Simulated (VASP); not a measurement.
Calculation: PBE GGA, VASP's PBE PAW potentials (set 64) (plane waves; VASP).

A VASP calculation is set up with these files.

File KPOINTS:
```
Automatic mesh
0
Gamma
16 16 16
```

File POSCAR:
```
W
1.0
 -1.5921827038   1.5921827038   1.5921827038
  1.5921827038  -1.5921827038   1.5921827038
  1.5921827038   1.5921827038  -1.5921827038
W
1
direct
  0.0000000000   0.0000000000   0.0000000000
```

**INCAR**
```
SYSTEM = W
PREC = Accurate
ENCUT = 500
EDIFF = 1E-6
NELM = 100
ALGO = Normal
LREAL = .FALSE.
LASPH = .TRUE.
ISMEAR = 1
SIGMA = 0.1
GGA = PE
LMAXMIX = 6
LWAVE = .FALSE.
LCHARG = .FALSE.
IBRION = 2
ISIF = 3
NSW = 40
EDIFFG = -0.02
```

POTCAR, in this order: W_sv (PBE.64 set). Program: vasp_std.

Output

### OUTCAR
```
 ion  position               nearest neighbor table
   1  0.000  0.000  0.000-
  LATTYP: Found a body centered cubic cell.
 ALAT       =     3.1843654076
 Subroutine PRICEL returns:
 Original cell was already a primitive cell.
 Subroutine GETGRP returns: Found 48 space group operations
The static configuration has the point symmetry O_h .
The dynamic configuration has the point symmetry O_h .
 Subroutine INISYM returns: Found 48 space group operations
 Subroutine IBZKPT returns following result:
 Found    145 irreducible k-points:

 Following reciprocal coordinates:
            Coordinates               Weight
  0.000000  0.000000  0.000000      1.000000
  0.062500  0.000000  0.000000     12.000000
  0.125000  0.000000  0.000000     12.000000
  0.187500  0.000000  0.000000     12.000000
  0.250000  0.000000  0.000000     12.000000
  0.312500  0.000000  0.000000     12.000000
  0.375000  0.000000  0.000000     12.000000
  0.437500  0.000000  0.000000     12.000000
  0.500000  0.000000  0.000000      6.000000
  0.062500  0.062500  0.000000     24.000000
  0.125000  0.062500  0.000000     48.000000
  0.187500  0.062500  0.000000     48.000000
  0.250000  0.062500 -0.000000     48.000000
  0.312500  0.062500  0.000000     48.000000
  0.375000  0.062500 -0.000000     48.000000
  0.437500  0.062500  0.000000     48.000000
  0.125000  0.125000  0.000000     24.000000
  0.187500  0.125000  0.000000     48.000000
  0.250000  0.125000  0.000000     48.000000
  0.312500  0.125000  0.000000     48.000000
  0.375000  0.125000  0.000000     48.000000
  0.437500  0.125000 -0.000000     24.000000
  0.187500  0.187500  0.000000     24.000000
  0.250000  0.187500 -0.000000     48.000000
  0.312500  0.187500  0.000000     48.000000
  0.375000  0.187500 -0.000000     48.000000
  0.250000  0.250000  0.000000     24.000000
  0.312500  0.250000  0.000000     48.000000
  0.375000  0.250000  0.000000     24.000000
  0.312500  0.312500  0.000000     24.000000
  0.062500  0.062500  0.062500      8.000000
  0.125000  0.062500  0.062500     24.000000
  0.187500  0.062500  0.062500     24.000000
  0.250000  0.062500  0.062500     24.000000
  0.312500  0.062500  0.062500     24.000000
  0.375000  0.062500  0.062500     24.000000
  0.437500  0.062500  0.062500     12.000000
 -0.062500  0.062500  0.062500      6.000000
  0.125000  0.125000  0.062500     24.000000
  0.187500  0.125000  0.062500     48.000000
   k-points           NKPTS =    145   k-points in BZ     NKDIM =    145   number of bands    NBANDS=     11
   number of dos      NEDOS =    301   number of ions     NIONS =      1
   total plane-waves  NPLWV =   8000
   dimension x,y,z NGX =    20 NGY =   20 NGZ =   20
   dimension x,y,z NGXF=    40 NGYF=   40 NGZF=   40
   ions per type =               1
   PREC   = accura    normal or accurate (medium, high low for compatibility)
   ISTART =      0    job   : 0-new  1-cont  2-samecut
   ICHARG =      2    charge: 1-file 2-atom 10-const
   ISPIN  =      1    spin polarized calculation?
   LNONCOLLINEAR =      F non collinear calculations
   LSORBIT =      F    spin-orbit coupling
   INIWAV =      1    electr: 0-lowe 1-rand  2-diag
   ENCUT  =  500.0 eV  36.75 Ry    6.06 a.u.   5.03  5.03  5.03*2*pi/ulx,y,z
   NELM   =    100;   NELMIN=  2; NELMDL= -5     # of ELM steps
   EDIFF  = 0.1E-05   stopping-criterion for ELM
   LREAL  =      F    real-space projection
   NLSPLINE    = F    spline interpolate recip. space projectors
   LMAXMIX     =    6 max onsite mixed and CHGCAR
   VOSKOWN=      0    Vosko Wilk Nusair interpolation
...
```

**OSZICAR**
```
       N       E                     dE             d eps       ncg     rms          rms(c)
DAV:   1     0.738982105426E+02    0.73898E+02   -0.77387E+03  3204   0.141E+03
DAV:   2    -0.120211785737E+02   -0.85919E+02   -0.83196E+02  3448   0.326E+02
DAV:   3    -0.135857475629E+02   -0.15646E+01   -0.15501E+01  3698   0.431E+01
DAV:   4    -0.135942360400E+02   -0.84885E-02   -0.84877E-02  3424   0.337E+00
DAV:   5    -0.135943008759E+02   -0.64836E-04   -0.64836E-04  3600   0.307E-01    0.202E+01
DAV:   6    -0.130918297648E+02    0.50247E+00   -0.59959E-01  3391   0.103E+01    0.795E+00
DAV:   7    -0.129604395632E+02    0.13139E+00   -0.32098E-01  3517   0.706E+00    0.697E-01
DAV:   8    -0.129567405940E+02    0.36990E-02   -0.43550E-03  3289   0.101E+00    0.152E-01
DAV:   9    -0.129565447834E+02    0.19581E-03   -0.27740E-04  3565   0.212E-01    0.394E-02
DAV:  10    -0.129565414840E+02    0.32994E-05   -0.14947E-05  3471   0.558E-02    0.233E-03
DAV:  11    -0.129565419243E+02   -0.44028E-06   -0.19513E-07  1906   0.633E-03
   1 F= -.12956542E+02 E0= -.12956294E+02  d E =-.129565E+02
```

### OUTCAR
```
------------------------ aborting loop because EDIFF is reached ----------------------------------------
  FORCE on cell =-STRESS in cart. coord.  units (eV):
  Direction    XX          YY          ZZ          XY          YZ          ZX
  --------------------------------------------------------------------------------------
  Total       -0.0017846     -0.0017846     -0.0017846     -0.0000000     -0.0000000     -0.0000000
  in kB       -0.1770957     -0.1770957     -0.1770957     -0.0000000     -0.0000000     -0.0000000
  external PRESSURE =      -0.1770957 kB  Pullay stress =       0.0000000 kB
  volume of cell :       16.15
      direct lattice vectors                 reciprocal lattice vectors
    -1.592182704  1.592182704  1.592182704     0.000000000  0.314034312  0.314034312
     1.592182704 -1.592182704  1.592182704     0.314034312  0.000000000  0.314034312
     1.592182704  1.592182704 -1.592182704     0.314034312  0.314034312  0.000000000
 POSITION                                       TOTAL-FORCE (eV/Angst)
 -----------------------------------------------------------------------------------
      0.00000      0.00000      0.00000         0.000000     -0.000000      0.000000
 -----------------------------------------------------------------------------------
    total drift:                               -0.000000     -0.000000      0.000000
  FREE ENERGIE OF THE ION-ELECTRON SYSTEM (eV)
  ---------------------------------------------------
  free  energy   TOTEN  =       -12.9565419243 eV

  energy  without entropy=      -12.9557970260  energy(sigma->0) =      -12.95629362

 reached required accuracy - stopping structural energy minimisation
```
(Selected blocks of OUTCAR.)

The compound is W in the bcc structure. It was relaxed first.
